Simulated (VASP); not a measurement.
Consider the following.

```yaml
crystal:
  lattice:
    - [-1.88928, 1.88928, 4.41831]
    - [1.88928, -1.88928, 4.41831]
    - [1.88928, 1.88928, -4.41831]
  atoms:
    - { symbol: Li, position: [0.25000, 0.75000, 0.50000] }
    - { symbol: Mg, position: [0.75000, 0.25000, 0.50000] }
    - { symbol: B, position: [0.50000, 0.50000, 0.00000] }
    - { symbol: N, position: [0.65196, 0.65196, 0.00000] }
    - { symbol: N, position: [0.34804, 0.34804, 0.00000] }
```

All values below come from PBEsol GGA, VASP's PBE PAW potentials (set 64) (plane waves; VASP). Settings: 520 eV cut-off, Gaussian smearing of 0.050 eV, potentials Li_sv Mg B N.

### Question
Give the energies of bands 4 to 12 at the high-symmetry points, in eV from the valence-band maximum.

### Answer

| band | Γ | X | P | N | M | S | R |
|---|---|---|---|---|---|---|---|
| 4 | -4.79 | -4.12 | -4.11 | -4.63 | -4.01 | -4.75 | -4.20 |
| 5 | -2.50 | -4.05 | -3.96 | -4.14 | -3.65 | -3.75 | -4.02 |
| 6 | -2.13 | -3.31 | -3.33 | -2.62 | -2.96 | -3.00 | -3.38 |
| 7 | -2.13 | -3.03 | -3.33 | -2.39 | -2.96 | -2.53 | -2.91 |
| 8 | -1.41 | -1.98 | -1.19 | -1.14 | 0.00 | -0.80 | -1.76 |
| 9 | -1.41 | -0.47 | -1.12 | -0.66 | 0.00 | -0.45 | -0.43 |
| 10 | 2.53 | 4.97 | 5.17 | 5.27 | 3.44 | 4.57 | 5.27 |
| 11 | 5.99 | 5.59 | 6.19 | 5.69 | 6.46 | 6.55 | 5.64 |
| 12 | 7.86 | 6.67 | 6.22 | 7.10 | 6.56 | 6.89 | 6.30 |

The gap is indirect, 2.53 eV, from the valence maximum at M to the conduction minimum at Γ.

The structure comes from a computed database's LiMgBN2 entry (I-4m2); how it stands against other phases isn't given here. It was relaxed first.
